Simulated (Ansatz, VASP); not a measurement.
**CaCu2S2 in two plane-wave programs**

Aim: how closely do two programs agree when they are given the same cell, functional and k mesh?

Method: plane waves, with VASP 6.6.1 beside it; single point at PBE, single point at r2SCAN and single point at LDA, in Ansatz 0.2.0.

### Step 1. The structure

It takes space group P-3m1 (No. 164, trigonal). The conventional cell has a = 3.940 Å, b = 3.940 Å, c = 6.523 Å, α = 90.00°, β = 90.00°, γ = 120.00°. Nearest to Cu lie 4 S at 2.41 Å. Nearest to Ca lie 6 S at 2.81 Å. Nearest to S lie 4 Cu at 2.41 Å and 3 Ca at 2.81 Å. Farther neighbours and most contacts between anions are not listed.

Coordinates:

```xyz
5
Lattice="3.9400 0.0000 0.0000 -1.9700 3.4121 0.0000 0.0000 0.0000 6.5230" Properties=species:S:1:pos:R:3 pbc="T T T"
Cu    1.9700    1.1374    4.0672
Cu    0.0000    2.2748    2.4558
Ca    0.0000    0.0000    0.0000
S     1.9700    1.1374    1.6549
S     0.0000    2.2748    4.8681
```

### Step 2. VASP: single point, PBE

A single point gives forces, pressure and levels at one fixed geometry, so differences don't come from the geometry; what else differs is listed under the comparison.

Lines of VASP's logs that name or quote its potential files are left out, and so is its time.

Contents of INCAR:

```
SYSTEM = CaCu2S2
PREC = Accurate
ENCUT = 400
EDIFF = 1E-07
NELM = 100
ISMEAR = 0
SIGMA = 0.05
LREAL = .FALSE.
ALGO = Normal
GGA = PE
NBANDS = 64
LASPH = .TRUE.
LWAVE = .FALSE.
LCHARG = .FALSE.
KPAR = 4
LOPTICS = .TRUE.
NEDOS = 2000
CSHIFT = 0.2
```

Contents of POSCAR:

```
CaCu2S2
1.0
    3.9399999606      0.0000000000      0.0000000000
   -1.9699999803      3.4121400568      0.0000000000
    0.0000000000      0.0000000000      6.5230000000
Cu Ca S
2 1 2
Direct
    0.6666666667      0.3333333333      0.6235100000
    0.3333333333      0.6666666667      0.3764900000
    0.0000000000      0.0000000000      0.0000000000
    0.6666666667      0.3333333333      0.2537000000
    0.3333333333      0.6666666667      0.7463000000
```

Contents of KPOINTS:

```
Automatic mesh
0
Gamma
9 9 5
0 0 0
```

The projector-augmented-wave data sets are Cu, Ca_sv and S (PBE family, release 64).

Command:

```console
mpirun -np 4 vasp_std
```

Numbers of over 12 decimals in the logs are rounded to 6 here.

The log of the run:

```text
[banner, memory and clock lines left out]
running    4 mpi-ranks, on    1 nodes
 distrk:  each k-point on    1 cores,    4 groups
 distr:  one band on    1 cores,    1 groups

 POSCAR found type information on POSCAR CuCaS
 POSCAR found :  3 types and       5 ions
 LDA part: xc-table for (Slater+PW92), standard interpolation
 POSCAR, INCAR and KPOINTS ok, starting setup
 FFT: planning ... GRIDC
 FFT: planning ... GRID_SOFT
 FFT: planning ... GRID
 WAVECAR not read
 entering main loop
       N       E                     dE             d eps       ncg     rms          rms(c)
DAV:   1     0.355443720795E+03    0.35544E+03   -0.13670E+04  7320   0.691E+02
DAV:   2     0.249663643532E+02   -0.33048E+03   -0.29239E+03  6776   0.213E+02
DAV:   3    -0.227697035340E+02   -0.47736E+02   -0.39511E+02  7256   0.707E+01
DAV:   4    -0.248182919626E+02   -0.20486E+01   -0.20176E+01  8936   0.167E+01
DAV:   5    -0.248874148794E+02   -0.69123E-01   -0.69000E-01  8888   0.268E+00    0.146E+01
DAV:   6    -0.261781851125E+02   -0.12908E+01   -0.20895E+01  9280   0.596E+01    0.132E+01
DAV:   7    -0.224335099458E+02    0.37447E+01   -0.62226E+00  8800   0.419E+01    0.508E+00
DAV:   8    -0.224938210547E+02   -0.60311E-01   -0.15469E+00  9488   0.163E+01    0.340E+00
DAV:   9    -0.223389004502E+02    0.15492E+00   -0.73106E-01  9184   0.111E+01    0.980E-01
DAV:  10    -0.223212661813E+02    0.17634E-01   -0.56075E-02 10096   0.279E+00    0.180E-01
DAV:  11    -0.223219609179E+02   -0.69474E-03   -0.70830E-03 10120   0.287E-01    0.166E-01
DAV:  12    -0.223220601744E+02   -0.99256E-04   -0.24607E-04 10080   0.142E-01    0.551E-02
DAV:  13    -0.223220844096E+02   -0.24235E-04   -0.14569E-04 11000   0.126E-01    0.336E-02
DAV:  14    -0.223220723980E+02    0.12012E-04   -0.36459E-05  9976   0.640E-02    0.186E-02
DAV:  15    -0.223220724560E+02   -0.58020E-07   -0.43682E-06  9992   0.259E-02    0.108E-02
DAV:  16    -0.223220726155E+02   -0.15954E-06   -0.13360E-06  9776   0.667E-03    0.383E-03
DAV:  17    -0.223220726393E+02   -0.23744E-07   -0.30846E-08  5720   0.183E-03
   1 F= -.22322073E+02 E0= -.22322073E+02  d E =-.287395E-11
 optical routines
 imaginary and real dielectric function
 recalculating local potential from charge density
 direction            1
 direction            2
 direction            3
```

From OUTCAR (step 2):

```text
ion  position               nearest neighbor table
   1  0.667  0.333  0.624-   5 2.41   5 2.41   5 2.41   4 2.41   2 2.79   2 2.79   2 2.79
   2  0.333  0.667  0.376-   4 2.41   4 2.41   4 2.41   5 2.41   1 2.79   1 2.79   1 2.79
   3  0.000  0.000  0.000-   4 2.81   5 2.81   4 2.81   5 2.81   4 2.81   5 2.81
   4  0.667  0.333  0.254-   2 2.41   2 2.41   2 2.41   1 2.41   3 2.81   3 2.81   3 2.81
   5  0.333  0.667  0.746-   1 2.41   1 2.41   1 2.41   2 2.41   3 2.81   3 2.81   3 2.81

  LATTYP: Found a hexagonal cell.
 ALAT       =     3.9399999606
 C/A-ratio  =     1.6555837729

 Subroutine GETGRP returns: Found 12 space group operations
 (whereof 12 operations were pure point group operations)

The static configuration has the point symmetry D_3d.

 Found     50 irreducible k-points:

   k-points           NKPTS =     50   k-points in BZ     NKDIM =     50   number of bands    NBANDS=     64

   dimension x,y,z NGX =    28 NGY =   28 NGZ =   48
   dimension x,y,z NGXF=    56 NGYF=   56 NGZF=   96

   ENCUT  =  400.0 eV  29.40 Ry    5.42 a.u.   6.43  6.43 10.64*2*pi/ulx,y,z

   NELECT =      44.0000    total number of electrons

 k-points in reciprocal lattice and weights: Automatic mesh
   0.00000000  0.00000000  0.00000000       0.002
   0.11111111 -0.00000000  0.00000000       0.015
   0.22222222 -0.00000000  0.00000000       0.015
   0.33333333  0.00000000  0.00000000       0.015
   0.44444444 -0.00000000  0.00000000       0.015
   0.11111111  0.11111111  0.00000000       0.015
   0.22222222  0.11111111  0.00000000       0.030
   0.33333333  0.11111111  0.00000000       0.030
   0.44444444  0.11111111  0.00000000       0.015
[...]
-0.22222222 -0.44444444  0.40000000       0.030
   0.33333333  0.33333333  0.40000000       0.010

 average (electrostatic) potential at core
       1 -65.0294       2 -65.0294       3 -43.8494       4 -86.2810       5 -86.2810

 E-fermi :   5.7326

 k-point     1 :       0.0000    0.0000    0.0000
  band No.  band energies     occupation
    ...
     18       4.8824      2.00000
     19       4.8824      2.00000
     20       5.3858      2.00000
     21       5.5222      2.00000
     22       5.5222      2.00000
     23       6.6204      0.00000
     24       7.7965      0.00000
     25       8.3283      0.00000
     26       8.8141      0.00000
     27       8.8141      0.00000
    ...

 k-point     2 :       0.1111   -0.0000    0.0000
  band No.  band energies     occupation
    ...
     18       4.5376      2.00000
     19       4.8104      2.00000
     20       5.0154      2.00000
     21       5.3895      2.00000
     22       5.4196      2.00000
     23       7.1348      0.00000
     24       7.9471      0.00000
     25       8.5338      0.00000
     26       9.1012      0.00000
     27       9.2622      0.00000
    ...

 k-point     3 :       0.2222   -0.0000    0.0000
  band No.  band energies     occupation
    ...
     18       4.1379      2.00000
     19       4.4398      2.00000
     20       4.6125      2.00000
     21       5.0927      2.00000
     22       5.1358      2.00000
     23       7.7296      0.00000
     24       8.0330      0.00000
     25       9.3713      0.00000
     26       9.5960      0.00000
     27       9.7120      0.00000
    ...

  Total       -0.4508313     -0.4508313     -0.3302275      0.0000000     -0.0000000      0.0000000
  in kB       -8.2367171     -8.2367171     -6.0332784      0.0000000     -0.0000000      0.0000000
  external PRESSURE =      -7.5022376 kB  Pullay stress =       0.0000000 kB

  energy-cutoff  :      400.00
  volume of cell :       87.69
      direct lattice vectors                 reciprocal lattice vectors
     3.939999961  0.000000000  0.000000000     0.253807109  0.146535603  0.000000000
    -1.969999980  3.412140057  0.000000000     0.000000000  0.293071206  0.000000000
     0.000000000  0.000000000  6.523000000     0.000000000  0.000000000  0.153303695

 POSITION                                       TOTAL-FORCE (eV/Angst)
 -----------------------------------------------------------------------------------
      1.97000      1.13738      4.06716        -0.000000     -0.000000      0.003893
     -0.00000      2.27476      2.45584         0.000000      0.000000     -0.003893
      0.00000      0.00000      0.00000        -0.000000      0.000000      0.000000
      1.97000      1.13738      1.65489         0.000000      0.000000      0.259031
     -0.00000      2.27476      4.86811        -0.000000     -0.000000     -0.259031
 -----------------------------------------------------------------------------------
    total drift:                               -0.000000      0.000000      0.000000

  FREE ENERGIE OF THE ION-ELECTRON SYSTEM (eV)
  ---------------------------------------------------
  free  energy   TOTEN  =       -22.3220726393 eV

  energy  without entropy=      -22.3220726393  energy(sigma->0) =      -22.32207264

 plasma frequency squared (from intraband transitions) (eV^2)
  --------------------------------------------------------------------------------------
       0.000       0.000       0.000
       0.000       0.000       0.000
       0.000      -0.000       0.000

[... 3 further parts left out ...]
```

This run has no spin polarisation, so a moment on Cu, if there is one, isn't seen.

### Step 3. Ansatz: single point, PBE

Ansatz runs on its default PAW (the set named soft_2) files.

The same cell, functional, mesh and smearing now go to Ansatz, which takes its cutoff from its data sets.

Contents of input.yaml:

```yaml
crystal:
  lattice:
    - [3.9399999606, 0.0, 0.0]
    - [-1.9699999803, 3.4121400568, 0.0]
    - [0.0, 0.0, 6.523]
  atoms:
    - { symbol: Cu, position: [0.6666666667, 0.3333333333, 0.62351] }
    - { symbol: Cu, position: [0.3333333333, 0.6666666667, 0.37649] }
    - { symbol: Ca, position: [0.0, 0.0, 0.0] }
    - { symbol: S, position: [0.6666666667, 0.3333333333, 0.2537] }
    - { symbol: S, position: [0.3333333333, 0.6666666667, 0.7463] }
hamiltonian:
  xc: pbe
  pseudopotentials: { kind: paw }
kpoints:
  mp_grid: { grid: [9, 9, 5] }
scf:
  occupations: { method: gaussian, width: 0.05 }
  n_extra_bands: 5
output:
  forces: true
  stress: true
  eigenvalues: true
```

Command:

```console
ansatz run input.yaml --threads 2 --pin off --max-ram 4608MiB --backend cpu --events-out ev --progress --plain --runs-dir out
```

The log of the run:

```text
scf.n_extra_bands = 5 over 30 filled bands (N_el = 60.0): the run solves 35 bands
Engine: ansatz 0.2.0, x86_64-unknown-linux-gnu
Pseudopotentials: kind: paw
Pseudopotential: Cu, paw, valence charge 19, recommended cutoff 420 eV (normal), Cu.paw.azcp
Pseudopotential: Ca, paw, valence charge 10, recommended cutoff 420 eV (normal), Ca.paw.azcp
Pseudopotential: S, paw, valence charge 6, recommended cutoff 420 eV (normal), S.paw.azcp
Functional definition: PBE
  parameter kappa = 0.804
  parameter beta = 0.066725
  exchange = pbe_x(kappa = kappa, mu = beta*pi^2/3)
  correlation = pbe_c(beta = beta)
Crystal: 5 atoms, lattice volume = 87.694 Å³
Basis set: ecut = 420 eV, 1761 PW (Γ), exchange–correlation on 54×54×90 points (8 copies of the dense FFT grid, shifted against one another)
Bands: 35, of which v1, the nominal top of the filled ones, is band 30 counted from 1 (29 counted from 0)
Symmetry: 12 space group operations
Space group: P-3m1 (ITA 164), of the structure as read, at distance tolerance 4.4e-5 Å
k-points: 50 of 405
Non-local potential: Cu, projectors of the file, l = 0: 3, l = 1: 2, l = 2: 3, l = 3: 1
Non-local potential: Ca, projectors of the file, l = 0: 3, l = 1: 2, l = 2: 2
Non-local potential: S, projectors of the file, l = 0: 2, l = 1: 2, l = 2: 2
PAW form: soft (Blöchl's): semilocal exchange-correlation on the pseudo side does not see the compensation charge
PAW one-centre angular grid: Cu, 590 points (default); XC on 64 Gauss nodes
PAW one-centre angular grid: Ca, 110 points (default); XC on 64 Gauss nodes
PAW one-centre angular grid: S, 110 points (default); XC on 64 Gauss nodes
Initial density: superposition of atomic densities (neutral atoms: chi_scale 0, normalization atom), corrected by the library's trained network
Initial wavefunctions: pseudopotential atomic-orbital guess
Functional: x = pbe(κ = 0.804, μ = 0.219515), c = pbe(β = 0.066725)
SCF iter   1: F=—  HF=-16876.013552 eV  |F-HF|=—  |Δ(HF+E_count)|=         —  Δρ=1.44e-3  dr2=1.59e-3  ethr=1.77e-3  ⟨swp⟩=7.8  Hψ=8032  notcnv=0
preconditioner: auto → Resta (q_TF=auto, 2.561 Å⁻¹)  ε∞=7.7  [insulator: Δε(μ)=1.075 eV  Ē_g=9.928 eV  σ=0.050 eV  W_gap=1.00  n_scr=22 (ndim 8)  ℏωp=25.7 eV  f_vac=0.020  D(μ)=0.00/eV (n_scr^D=0)  ε∞_Penn≈7.7]
SCF iter   2: F=—  HF=-16876.014011 eV  |F-HF|=—  |Δ(HF+E_count)|=   4.58e-4  Δρ=1.75e-3  dr2=2.10e-3  ethr=2.65e-6  ⟨swp⟩=2.0  Hψ=3250  notcnv=0  defer=1
SCF iter   3: F=—  HF=-16876.013695 eV  |F-HF|=—  |Δ(HF+E_count)|=   3.16e-4  Δρ=4.54e-4  dr2=2.26e-4  ethr=2.65e-6  ⟨swp⟩=2.0  Hψ=2271  notcnv=0  defer=5
SCF iter   4: F=—  HF=-16876.013750 eV  |F-HF|=—  |Δ(HF+E_count)|=   5.54e-5  Δρ=3.12e-4  dr2=8.22e-5  ethr=3.77e-7  ⟨swp⟩=2.0  Hψ=2500  notcnv=0  defer=5
SCF iter   5: F=—  HF=-16876.013645 eV  |F-HF|=—  |Δ(HF+E_count)|=   1.05e-4  Δρ=4.97e-5  dr2=2.02e-6  ethr=1.37e-7  ⟨swp⟩=2.0  Hψ=2486  notcnv=0  defer=5
SCF iter   6: F=—  HF=-16876.013647 eV  |F-HF|=—  |Δ(HF+E_count)|=   1.89e-6  Δρ=2.20e-5  dr2=3.69e-7  ethr=3.36e-9  ⟨swp⟩=2.0  Hψ=2708  notcnv=0  defer=5
SCF iter   7: F=-16876.013647 eV  HF=-16876.013647 eV  |F-HF|=6.99e-9  |Δ(HF+E_count)|=   7.86e-8  Δρ=2.52e-6  dr2=1.72e-8  ethr=1.67e-10  ⟨swp⟩=7.7  Hψ=7389  notcnv=0
SCF 1 converged in 7 iterations: F = -16876.013647 eV  dr2 = 1.72e-8
  greatest PAW one-centre occupation: 1.000 electrons in one spin orbital (limit 2), on the Cu atom at site 1 (counted from 0), in its partial waves of l = 0
SCF converged after 7 iterations
Free energy (F): -16876.013647 eV
Harris-Foulkes:  -16876.013647 eV  (|F-HF|=6.99e-9)
Internal energy: -16876.013647 eV  (E = F + TS)
E sigma→0 (E₀):  -16876.013647 eV
Fermi energy:    10.526009 eV
--- Per-component energies (eV) ---
  E_band       = -1027.889427
  E_kinetic    = 1095.654014
  E_local      = -12430.640813  (includes V_loc(G=0)·N_el)
  E_nonlocal   = 919.871787
  E_hartree    = 5487.261681
  E_xc         = -510.179949
  E_vxc        = -576.808208  (∫ρ·V_xc dr)
  E_paw        = -5402.321304  (= ΣΔE_a)
  E_vpaw       = -1010.486904  (= ΣTr[D̂ρ^β])
  E_aug_tail   = 0.000607  (compensation charges beyond the density's cutoff)
  E_ewald      = -6035.659669
  E_smearing   = -0.000000  (= −TS)
  E_closure    = -0.000000  (closes the sum)
  Σ components = -16876.013647   (vs F -16876.013647, Δ=0.00e0)
--- Forces (eV/Å), atoms counted from 1 ---
  atom   1  Cu     0.00000000     0.00000000     0.00596508
  atom   2  Cu     0.00000000    -0.00000000    -0.00596508
  atom   3  Ca     0.00000000     0.00000000     0.00000000
  atom   4  S      0.00000000     0.00000000     0.26002169
  atom   5  S      0.00000000     0.00000000    -0.26002169
  max |Σ_I F_I| component: 1.73e-17 eV/Å
--- Stress (GPa, compression-positive) ---
       -0.792275       0.000000       0.000000
        0.000000      -0.792275       0.000000
        0.000000       0.000000      -0.552128
  P = ⅓ Tr σ = -0.7122 GPa (-7.122 kbar)
--- Band table (eV; the first three rows and the last of 50) ---
  k-point 0: bands = [... 26 lower, 9.3514, 9.8482, 9.9866, 9.9866, 11.0639, 12.2347, 12.7740, 13.2568, ... 1 higher]
  k-point 1: bands = [... 26 lower, 9.3687, 9.5639, 9.8965, 9.8965, 11.5970, 12.1923, 12.9493, 13.3126, ... 1 higher]
  k-point 2: bands = [... 26 lower, 9.4127, 9.4127, 9.7403, 9.7403, 11.9668, 12.2948, 13.3279, 13.3279, ... 1 higher]
  k-point 49: bands = [... 26 lower, 8.2278, 8.8386, 8.8386, 9.2218, 13.1404, 13.1404, 14.0747, 14.5588, ... 1 higher]
```

Elapsed: 3.5 s, on 2 threads of AMD EPYC 7B13 (Zen 3), shared host; peak memory 0.49 GiB; 6.6 s of CPU time.

The run ends at a pressure of -0.71 GPa, with forces up to 0.26 eV/Å.

### Step 4. Side by side

Known differences besides the potentials themselves: the data sets hold 60 valence electrons in Ansatz (default PAW (the set named soft_2) files) and 44 in VASP; the cutoff is 420 eV in Ansatz and 400 eV in VASP. Total energies have different zeros and are not compared.

Compared:

```
              quantity  Ansatz   VASP  difference
        pressure (GPa)   -0.71  -0.75       +0.04
gap on the k mesh (eV)   1.077  1.098      -0.021
```

Forces (eV/Å; atoms numbered as in POSCAR):

```
atom        Ansatz x, y, z          VASP x, y, z
 Cu1   0.000, 0.000, 0.006   0.000, 0.000, 0.004
 Cu2  0.000, 0.000, -0.006  0.000, 0.000, -0.004
 Ca3   0.000, 0.000, 0.000   0.000, 0.000, 0.000
  S4   0.000, 0.000, 0.260   0.000, 0.000, 0.259
  S5  0.000, 0.000, -0.260  0.000, 0.000, -0.259
```

The forces differ by 0.8 meV/Å r.m.s., which is 0.9 % of the r.m.s. force of 0.09 eV/Å (both taken over all components). A gap on the mesh is an upper bound, since the band edges may lie between its points. Ansatz's pressure holds a Pulay correction of 0.05 GPa; VASP's holds none.

### Step 5. VASP: single point, r2SCAN

A single point gives forces, pressure and levels at one fixed geometry, so differences don't come from the geometry; what else differs is listed under the comparison.

INCAR, as its differences from that of step 2:

```diff
@@ -9,5 +9,5 @@
 ALGO = Normal
-GGA = PE
+METAGGA = R2SCAN
+LASPH = .TRUE.
 NBANDS = 64
-LASPH = .TRUE.
 LWAVE = .FALSE.
```

POSCAR is that of step 2.

KPOINTS is that of step 2.

Command:

```console
mpirun -np 4 vasp_std
```

The log of the run:

```text
[banner, memory and clock lines left out]
running    4 mpi-ranks, on    1 nodes
[...]
|                                                                             |
|               ----> ADVICE to this user running VASP <----                  |
|                                                                             |
|     You enforced a specific xc type in the INCAR file but a different       |
|     [... a line on the potential file left out ...]
|     I HOPE YOU KNOW WHAT YOU ARE DOING!                                     |
|                                                                             |

 LDA part: xc-table for (None), standard interpolation
 POSCAR, INCAR and KPOINTS ok, starting setup
[...]
entering main loop
       N       E                     dE             d eps       ncg     rms          rms(c)
DAV:   1     0.333102834771E+03    0.33310E+03   -0.13978E+04  7296   0.709E+02
DAV:   2    -0.755719539839E+01   -0.34066E+03   -0.30189E+03  6728   0.219E+02
DAV:   3    -0.580628834361E+02   -0.50506E+02   -0.41934E+02  7256   0.736E+01
DAV:   4    -0.602798784274E+02   -0.22170E+01   -0.21765E+01  9232   0.176E+01
[...]
DAV:  16    -0.501912352437E+02   -0.23267E-05   -0.59639E-06 10064   0.116E-02    0.320E-03
DAV:  17    -0.501912350628E+02    0.18092E-06   -0.73046E-07  9640   0.864E-03    0.192E-03
DAV:  18    -0.501912351299E+02   -0.67082E-07   -0.28088E-08  4528   0.586E-04
   1 F= -.50191235E+02 E0= -.50191235E+02  d E =-.107429E-11
 optical routines
 imaginary and real dielectric function
 direction            1
 direction            2
 direction            3
```

Parts of OUTCAR (step 5):

```text
  Total       -1.3293980     -1.3293980     -1.1652566      0.0000000      0.0000000     -0.0000000
  in kB      -24.2881902    -24.2881902    -21.2893163      0.0000000      0.0000000     -0.0000000
  external PRESSURE =     -23.2885656 kB  Pullay stress =       0.0000000 kB

 POSITION                                       TOTAL-FORCE (eV/Angst)
 -----------------------------------------------------------------------------------
      1.97000      1.13738      4.06716         0.000000      0.000000     -0.042320
     -0.00000      2.27476      2.45584        -0.000000      0.000000      0.042320
      0.00000      0.00000      0.00000         0.000000      0.000000     -0.000000
      1.97000      1.13738      1.65489         0.000000      0.000000      0.358347
     -0.00000      2.27476      4.86811         0.000000      0.000000     -0.358347
 -----------------------------------------------------------------------------------
    total drift:                               -0.000000      0.000000      0.000000

  FREE ENERGIE OF THE ION-ELECTRON SYSTEM (eV)
  ---------------------------------------------------
  free  energy   TOTEN  =       -50.1912351299 eV

  energy  without entropy=      -50.1912351299  energy(sigma->0) =      -50.19123513

[... 2 parts as in an earlier step ...]

[... 1 further part left out ...]
[key lines of the parts left out:]
E-fermi :   5.6217
```

[end of part 1 of 2]

[Lines on the potential files, build, host, timing and source positions are cut from VASP's logs without a mark.]

[Logs are printed without paths, hosts, clocks, repeated set-up lines and the standing remarks that a program may print on its own settings, such as how far it seeks lower states.]

[Hosts, paths, dates, database ids (printed as entryN), source tags and the programs' standing remarks are cut or masked in the printed files.]
